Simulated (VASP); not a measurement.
# LaPb3 (Pm-3m) in VASP: a series of runs

The runs below take LaPb3 through single point, with LDA.

Program: VASP 6.6.1. These are calculated values, not measurements. Logs are shortened: lines on timing, memory, paths and dates and some standing lists are left out, and cuts for length are marked.

## (1) Starting point

The structure is cubic, space group Pm-3m (No. 221). The conventional cell has a = 4.893 Å, b = 4.893 Å, c = 4.893 Å, α = 90.00°, β = 90.00°, γ = 90.00°. La (site symmetry m-3m) has 12 Pb at 3.46 Å as nearest neighbours. Around Pb (site symmetry 4/mmm) lie 4 La at 3.46 Å and 8 Pb at 3.46 Å.

## (2) Single point, LDA

Contents of INCAR:

```
SYSTEM = LaPb3
ALGO     = Normal         ! electronic algorithm
EDIFF    = 1E-6           ! SCF threshold, eV
ENCUT    = 520            ! plane-wave cutoff, eV
ISIF     = 2              ! what is computed and relaxed
ISMEAR   = 0              ! smearing method
LASPH    = .True.         ! aspherical terms in the spheres
LCHARG   = .False.        ! write CHGCAR
LREAL    = .False.        ! projectors in reciprocal space
LWAVE    = .False.        ! write WAVECAR
NBANDS   = 34             ! bands
NELM     = 60             ! most SCF steps
PREC     = Accurate       ! precision mode
SIGMA    = 0.1            ! smearing width, eV
```

Contents of KPOINTS:

```
k-points
0
Gamma
  5 5 5
  0 0 0
```

Contents of POSCAR:

```
LaPb3
1.0
    4.8930000000      0.0000000000      0.0000000000
    0.0000000000      4.8930000000      0.0000000000
    0.0000000000      0.0000000000      4.8930000000
La Pb
1 3
Direct
    0.0000000000      0.0000000000      0.0000000000
    0.0000000000      0.5000000000      0.5000000000
    0.5000000000      0.0000000000      0.5000000000
    0.5000000000      0.5000000000      0.0000000000
```

Potentials or basis: VASP PAW LDA potentials, release 64 (La, Pb_d).

Run with:

```console
cat potpaw_LDA.64/La/POTCAR potpaw_LDA.64/Pb_d/POTCAR > POTCAR
mpirun -np 1 vasp_std > vasp.out
```

OUTCAR:

```text
SYSTEM = LaPb3
   EDIFF = 1E-6
   ENCUT = 520
   ISIF = 2
   ISMEAR = 0
   LASPH = .True.
   LREAL = .False.
   NELM = 60
   PREC = Accurate

 ion  position               nearest neighbor table
   1  0.000  0.000  0.000-   2 3.46   3 3.46   4 3.46   2 3.46   3 3.46   2 3.46   4 3.46   2 3.46
                             3 3.46   4 3.46   3 3.46   4 3.46
   2  0.000  0.500  0.500-   1 3.46   3 3.46   4 3.46   1 3.46   4 3.46   1 3.46   3 3.46   1 3.46
                             3 3.46   4 3.46   4 3.46   3 3.46
   3  0.500  0.000  0.500-   1 3.46   2 3.46   4 3.46   1 3.46   4 3.46   2 3.46   4 3.46   4 3.46
                             1 3.46   2 3.46   1 3.46   2 3.46
   4  0.500  0.500  0.000-   1 3.46   2 3.46   3 3.46   2 3.46   3 3.46   1 3.46   3 3.46   3 3.46
                             1 3.46   2 3.46   2 3.46   1 3.46

  LATTYP: Found a simple cubic cell.
 ALAT       =     4.8930000000

  Lattice vectors:

 A1 = (   4.8930000000,   0.0000000000,   0.0000000000)
 A2 = (   0.0000000000,   4.8930000000,   0.0000000000)
 A3 = (   0.0000000000,   0.0000000000,   4.8930000000)

Analysis of symmetry for initial positions (statically):
=====================================================================
 Subroutine PRICEL returns:
 Original cell was already a primitive cell.

 Routine SETGRP: Setting up the symmetry group for a
 simple cubic supercell.

 Subroutine GETGRP returns: Found 48 space group operations
 (whereof 48 operations were pure point group operations)
 out of a pool of 48 trial point group operations.

The static configuration has the point symmetry O_h .

Analysis of symmetry for dynamics (positions and initial velocities):
=====================================================================
 Subroutine PRICEL returns:
 Original cell was already a primitive cell.

 Routine SETGRP: Setting up the symmetry group for a
 simple cubic supercell.

 Subroutine GETGRP returns: Found 48 space group operations
 (whereof 48 operations were pure point group operations)
 out of a pool of 48 trial point group operations.

The dynamic configuration has the point symmetry O_h .

 Subroutine INISYM returns: Found 48 space group operations
 (whereof 48 operations are pure point group operations),
 and found     1 'primitive' translations

----------------------------------------------------------------------------------------

                                     Primitive cell

  volume of cell :     117.1455
[... 78 lines left out ...]
   EDIFF  = 0.1E-05   stopping-criterion for ELM
   LREAL  =      F    real-space projection
   EDIFFG = 0.1E-04   stopping-criterion for IOM
   NSW    =      0    number of steps for IOM
   IBRION =     -1    ionic relax: 0-MD 1-quasi-New 2-CG
   NFREE  =      0    steps in history (QN), initial steepest desc. (CG)
   ISIF   =      2    stress and relaxation
   ISYM   =      2    0-nonsym 1-usesym 2-fastsym
   POTIM  = 0.5000    time-step for ionic-motion
   TEBEG  =    0.0;   TEEND  =   0.0 temperature during run
   PSTRESS=    0.0 pullay stress
   NELECT =      53.0000    total number of electrons
   NUPDOWN=      -1.0000    fix difference up-down
   EMIN   =  10.00;   EMAX   =-10.00  energy-range for DOS
   EFERMI =   0.00;   METHOD = LEGACY
   ISMEAR =     0;   SIGMA  =   0.10  broadening in eV -4-tet -1-fermi 0-gaus
   EFERMI_NEDOS =   21; number of points for ismear=-14 and -15
   IALGO  =     38    algorithm
   IMIX   =      4    mixing-type and parameters
     AMIX     =   0.40;   BMIX     =  1.00
     AMIX_MAG =   1.60;   BMIX_MAG =  1.00
  volume/ion in A,a.u.               =      29.29       197.63
  Fermi-wavevector in a.u.,A,eV,Ry     =   1.256777  2.374964 21.490246  1.579489
  Thomas-Fermi vector in A             =   2.390468
   LORBIT       =      0    0 simple, 1 ext, 2 COOP (PROOUT), +10 PAW based schemes
   GGA     = CA    functional components
   LHFCALC =     F    Hartree Fock is set to
   AEXX    =    0.0000 exact exchange contribution
   IVDW    =     0    specifies the selected vdW correction
   LEPSILON=     F    determine dielectric tensor
   LRPA    =     F    only Hartree local field effects (RPA)
 non-spin polarized calculation
 Gauss-broadening in eV      SIGMA  =   0.10
  energy-cutoff  :      520.00
  volume of cell :      117.15
 maximum number of plane-waves:      3174
   NGX = 19   NGY = 19   NGZ = 19

 number of electron      53.0000001 magnetization

 Free energy of the ion-electron system (eV)
  ---------------------------------------------------
  ext. energy  EPLUGINS =         0.00000000
  ---------------------------------------------------
  free energy    TOTEN  =       -20.38703567 eV

  energy without entropy =      -20.38037870  energy(sigma->0) =      -20.38370718

 E-fermi :   7.9341     XC(G=0): -10.6646

 val. band max:        7.9002633505   @ k =   0.2000   0.2000   0.0000
 cond. band min:       8.2459046972   @ k =   0.4000   0.0000   0.0000
 fundamental gap:      0.3456413467
 Fermi energy:         7.9341107843

 k-point     1 :       0.0000    0.0000    0.0000
  band No.  band energies     occupation
      1     -24.7046      2.00000
      2      -8.8320      2.00000
      3      -8.8320      2.00000
      4      -8.8320      2.00000
      5      -8.8126      2.00000
      6      -8.6716      2.00000
[... 359 lines left out ...]
     33       9.8512      0.00000
     34      10.7746      0.00000

------------------------ aborting loop because EDIFF is reached ----------------------------------------

  FORCE on cell =-STRESS in cart. coord.  units (eV):
  Direction    XX          YY          ZZ          XY          YZ          ZX
  --------------------------------------------------------------------------------------
  -------------------------------------------------------------------------------------
  Total       -1.4844455     -1.4844455     -1.4844455      0.0000000      0.0000000     -0.0000000
  in kB      -20.3024854    -20.3024854    -20.3024854      0.0000000      0.0000000     -0.0000000
  external PRESSURE =     -20.3024854 kB  Pullay stress =       0.0000000 kB

 VOLUME and BASIS-vectors are now :
 -----------------------------------------------------------------------------
  energy-cutoff  :      520.00
  volume of cell :      117.15
      direct lattice vectors                 reciprocal lattice vectors
     4.893000000  0.000000000  0.000000000     0.204373595  0.000000000  0.000000000
     0.000000000  4.893000000  0.000000000     0.000000000  0.204373595  0.000000000
     0.000000000  0.000000000  4.893000000     0.000000000  0.000000000  0.204373595

 POSITION                                       TOTAL-FORCE (eV/Angst)
 -----------------------------------------------------------------------------------
      0.00000      0.00000      0.00000         0.000000      0.000000      0.000000
      0.00000      2.44650      2.44650         0.000000      0.000000      0.000000
      2.44650      0.00000      2.44650         0.000000      0.000000      0.000000
      2.44650      2.44650      0.00000         0.000000      0.000000      0.000000
 -----------------------------------------------------------------------------------
    total drift:                                0.000000      0.000000      0.000000

  FREE ENERGIE OF THE ION-ELECTRON SYSTEM (eV)
  ---------------------------------------------------
  free  energy   TOTEN  =       -20.3870356694 eV

  energy  without entropy=      -20.3803786999  energy(sigma->0) =      -20.38370718
```

stdout:

```text
POSCAR found type information on POSCAR LaPb
 POSCAR found :  2 types and       4 ions
 scaLAPACK will be used
 LDA part: xc-table for (Slater(with rela. corr.)+CA(PZ))
 , standard interpolation
 POSCAR, INCAR and KPOINTS ok, starting setup
 FFT: planning ... GRIDC
 FFT: planning ... GRID_SOFT
 FFT: planning ... GRID
 WAVECAR not read
 entering main loop
```

Wall time 30 s (1 thread of Intel Xeon Platinum 8559C (Emerald Rapids), shared host); peak memory 0.19 GiB.

Results:

| Quantity | Value |
| --- | --- |
| Free energy | -20.3870 eV |
| Pressure | -2.0 GPa |
| Band gap on the k mesh | none (metal or under the smearing width) |

The run has no spin-orbit coupling, so splittings on La, Pb are missing.

## (3) Single point, LDA

This run uses another cell than the first one, of 26.36 Å³/atom, 0.900 times its volume.

Contents of INCAR:

```
SYSTEM = LaPb3
PREC = Accurate ; ENCUT = 520
EDIFF = 1E-6 ; ISMEAR = 0
SIGMA = 0.1 ; LREAL = .False.
LASPH = .True. ; NELM = 60
ALGO = Normal ; ISIF = 2
LWAVE = .False. ; LCHARG = .False.
GGA = CA ; NBANDS = 34
```

Contents of KPOINTS:

```
regular mesh
0
Gamma
  5 5 5
  0 0 0
```

Contents of POSCAR:

```
LaPb3
1.0
    4.7241395589      0.0000000000      0.0000000000
    0.0000000000      4.7241395589      0.0000000000
    0.0000000000      0.0000000000      4.7241395589
La Pb
1 3
Direct
    0.0000000000      0.0000000000      0.0000000000
    0.0000000000      0.5000000000      0.5000000000
    0.5000000000      0.0000000000      0.5000000000
    0.5000000000      0.5000000000      0.0000000000
```

Potentials or basis: VASP PAW LDA potentials, release 64 (La, Pb_d).

Run with:

```console
cat potpaw_LDA.64/La/POTCAR potpaw_LDA.64/Pb_d/POTCAR > POTCAR
mpirun -np 1 vasp_std > vasp.out
```

It took 25 s on 1 thread of Intel Xeon Platinum 8559C (Emerald Rapids), shared host; peak memory 0.18 GiB.

The run converged. Its results:

```
Free energy            : -20.2983 eV
Pressure               : 5.0 GPa
Band gap on the k mesh : none (metal or under the smearing width)
```

Levels at points of the mesh, in eV from the Fermi level:
| k point | band 24 | band 25 | band 26 | band 27 | band 28 | band 29 |
| --- | --- | --- | --- | --- | --- | --- |
| (0.00, 0.00, 0.00) | -2.32 | -2.32 | 1.07 | 1.07 | 1.07 | 2.14 |

Spin-orbit coupling is left out, which matters for the levels of La, Pb.

## (4) Single point, LDA

This run uses another cell than the first one, of 32.22 Å³/atom, 1.100 times its volume.

Contents of INCAR:

```
PREC     = Accurate       # precision mode
ENCUT    = 520            # plane-wave cutoff, eV
EDIFF    = 1E-6           # SCF threshold, eV
ISMEAR   = 0              # smearing method
SIGMA    = 0.1            # smearing width, eV
LREAL    = F              # projectors in reciprocal space
LASPH    = T              # aspherical terms in the spheres
NELM     = 80             # most SCF steps
ALGO     = Normal         # electronic algorithm
ISIF     = 2              # what is computed and relaxed
LWAVE    = F              # write WAVECAR
LCHARG   = T              # write CHGCAR
GGA      = CA             # functional
LELF     = T              # ELF
LVHAR    = T            
NBANDS   = 34             # bands
```

Contents of KPOINTS:

```
regular mesh
0
Gamma
  5 5 5
```

Contents of POSCAR:

```
LaPb3
1.0
    5.0509466049      0.0000000000      0.0000000000
    0.0000000000      5.0509466049      0.0000000000
    0.0000000000      0.0000000000      5.0509466049
La Pb
1 3
Direct
    0.0000000000      0.0000000000      0.0000000000
    0.0000000000      0.5000000000      0.5000000000
    0.5000000000      0.0000000000      0.5000000000
    0.5000000000      0.5000000000      0.0000000000
```

Run with:

```console
cat potpaw_LDA.64/La/POTCAR potpaw_LDA.64/Pb_d/POTCAR > POTCAR
mpirun -np 1 vasp_std > vasp.out
```

Wall time 36 s (1 thread of Intel Xeon Platinum 8559C (Emerald Rapids), shared host); peak memory 0.21 GiB.

The run converged. Its results:

* Free energy: -20.0874 eV
* Pressure: -5.9 GPa
* Band gap on the k mesh: none (metal or under the smearing width)

Levels at points of the mesh, in eV from the Fermi level:
```
           k point  band 23  band 24  band 25  band 26  band 27  band 28  band 29  band 30
(0.00, 0.00, 0.00)    -1.99    -1.99    -1.99     0.81     0.81     0.81     1.49     1.55
```

## (5) Overview

| cell | gap on the mesh (eV) | pressure (GPa) |
| --- | --- | --- |
| Pm-3m, 29.29 Å³/atom | none | -2.0 |
| Pm-3m, 26.36 Å³/atom | none | 5.0 |
| Pm-3m, 32.22 Å³/atom | none | -5.9 |

Alike in all rows: task single point; level LDA; potentials or basis VASP PAW LDA potentials, release 64 (La, Pb_d); no spin polarisation; k mesh 5 × 5 × 5; cutoff (eV) 520; smearing gaussian 0.1 eV.

Every run on the cell as given and a fine mesh finds a metal.

Absolute energies hang on the potentials; compare differences alone.
